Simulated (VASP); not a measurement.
A convergence study with VASP on HfO₂ (fluorite): one setting is varied, all else stays as given below, so the limit is that of these other settings. Each run relaxes cell and ions from the cell shown. The basis is that of the starting cell, so low cut-offs carry a Pulay error.

```
CELL_PARAMETERS angstrom
      0.00000     2.54000     2.54000
      2.54000     0.00000     2.54000
      2.54000     2.54000     0.00000
ATOMIC_POSITIONS crystal
  Hf 0.00000 0.00000 0.00000
  O  0.25000 0.25000 0.25000
  O  0.75000 0.75000 0.75000
```

All values below come from PBE GGA, VASP's PBE PAW potentials (set 64) (plane waves; VASP). The tightest run used: 800 eV cut-off, 6×6×6 Γ-centred mesh, Gaussian smearing of 0.050 eV, potentials Hf_pv O.

Gaps are read on the run's mesh, which can miss a band edge.

### Question
The settings run are ENCUT = 250; ENCUT = 300; ENCUT = 350; ENCUT = 400; ENCUT = 450; ENCUT = 500; ENCUT = 550; ENCUT = 600; ENCUT = 650; ENCUT = 700; ENCUT = 750; ENCUT = 800. From which on does the relaxed volume stay within 0.05 Å³/atom of the tightest run?…

### Answer
From ENCUT = 450 on: it is off by 0.045 there and by no more than 0.05 in any finer run, while ENCUT = 400 is off by 0.215.
```json
[
 {"setting": "ENCUT = 250", "relaxed volume (Å³/atom)": "9.030", "E (eV/atom)": "-11.0215", "gap on the mesh (eV)": "4.328", "plane waves": "304", "difference judged (Å³/atom)": "1.843"},
 {"setting": "ENCUT = 300", "relaxed volume (Å³/atom)": "9.788", "E (eV/atom)": "-10.3848", "gap on the mesh (eV)": "4.172", "plane waves": "397", "difference judged (Å³/atom)": "1.085"},
 {"setting": "ENCUT = 350", "relaxed volume (Å³/atom)": "10.315", "E (eV/atom)": "-10.1499", "gap on the mesh (eV)": "3.948", "plane waves": "531", "difference judged (Å³/atom)": "0.558"},
 {"setting": "ENCUT = 400", "relaxed volume (Å³/atom)": "10.658", "E (eV/atom)": "-10.1002", "gap on the mesh (eV)": "3.861", "plane waves": "609", "difference judged (Å³/atom)": "0.215"},
 {"setting": "ENCUT = 450", "relaxed volume (Å³/atom)": "10.828", "E (eV/atom)": "-10.0869", "gap on the mesh (eV)": "3.813", "plane waves": "725", "difference judged (Å³/atom)": "0.045"},
 {"setting": "ENCUT = 500", "relaxed volume (Å³/atom)": "10.873", "E (eV/atom)": "-10.0828", "gap on the mesh (eV)": "3.799", "plane waves": "869", "difference judged (Å³/atom)": "0.000"},
 {"setting": "ENCUT = 550", "relaxed volume (Å³/atom)": "10.873", "E (eV/atom)": "-10.0832", "gap on the mesh (eV)": "3.799", "plane waves": "982", "difference judged (Å³/atom)": "0.001"},
 {"setting": "ENCUT = 600", "relaxed volume (Å³/atom)": "10.865", "E (eV/atom)": "-10.0847", "gap on the mesh (eV)": "3.802", "plane waves": "1113", "difference judged (Å³/atom)": "0.008"},
 {"setting": "ENCUT = 650", "relaxed volume (Å³/atom)": "10.861", "E (eV/atom)": "-10.0862", "gap on the mesh (eV)": "3.803", "plane waves": "1258", "difference judged (Å³/atom)": "0.011"},
 {"setting": "ENCUT = 700", "relaxed volume (Å³/atom)": "10.864", "E (eV/atom)": "-10.0873", "gap on the mesh (eV)": "3.803", "plane waves": "1411", "difference judged (Å³/atom)": "0.008"},
 {"setting": "ENCUT = 750", "relaxed volume (Å³/atom)": "10.870", "E (eV/atom)": "-10.0878", "gap on the mesh (eV)": "3.802", "plane waves": "1544", "difference judged (Å³/atom)": "0.002"},
 {"setting": "ENCUT = 800", "relaxed volume (Å³/atom)": "10.873", "E (eV/atom)": "-10.0881", "gap on the mesh (eV)": "3.802", "plane waves": "1700", "difference judged (Å³/atom)": "0.000"}
]
```

Left out are rungs that failed or repeat a setting and relaxations that didn't move; long series are thinned to 24 rows.

The compound is HfO2 in the fluorite structure, the high-temperature cubic form, which is unstable at 0 K; the monoclinic form is the stable one.
